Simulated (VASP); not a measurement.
Set up this calculation in VASP 6.6.1, as the native input.

| Property | Result |
| --- | --- |
| Task | single point |
| Functional | PBE |
| Potentials or basis | VASP PAW PBE potentials, release 64 (P, Sb, Cd) |
| Cutoff | 520 eV |
| k mesh | 4 × 4 × 4 |
| Occupations | gaussian, width 0.05 eV |
| Spin | no spin polarisation |
| Dipole correction | no |
| Further INCAR settings | ALGO = Normal; EDIFF = 1e-06; NBANDS = 31 |

The structure of Cd3SbP lies in POSCAR:

```
Cd3SbP
1.0
    6.2325017043      0.0000000000      0.0000000000
    0.0000000000      6.2325017043      0.0000000000
    0.0000000000      0.0000000000      6.2325017043
P Sb Cd
1 1 3
Direct
    0.0000000000      0.0000000000      0.0000000000
    0.5000000000      0.5000000000      0.5000000000
    0.5000000000      0.5000000000      0.0000000000
    0.5000000000      0.0000000000      0.5000000000
    0.0000000000      0.5000000000      0.5000000000
```

The cell comes from a database or a generator and needn't be the stable form of this composition.

These files were run (other wordings do the same):

INCAR

```
SYSTEM = Cd3SbP
ALGO = Normal ; EDIFF = 1E-6
ENCUT = 520 ; GGA = PE
ISIF = 2 ; ISMEAR = 0
LASPH = .TRUE. ; LCHARG = .TRUE.
LELF = .TRUE. ; LREAL = .FALSE.
LVHAR = .TRUE. ; LWAVE = .FALSE.
NBANDS = 31 ; NELM = 100
PREC = Accurate ; SIGMA = 0.05
```

KPOINTS

```
k-points
0
G
  4 4 4
  0 0 0
```

Potentials or basis: VASP PAW PBE potentials, release 64 (P, Sb, Cd).

Command:

```console
$ cat potpaw_PBE.64/P/POTCAR potpaw_PBE.64/Sb/POTCAR potpaw_PBE.64/Cd/POTCAR > POTCAR
$ mpirun -np 1 vasp_std > vasp.out
```

It gave:

```json
{
 "Pressure": "-3.8 GPa",
 "Band gap on the k mesh": "none (metal or under the smearing width)"
}
```

Wall time 45 s on 1 thread of Intel(R) Xeon(R) 6975P-C (Granite Rapids) (shared host), peak memory 0.35 GiB.
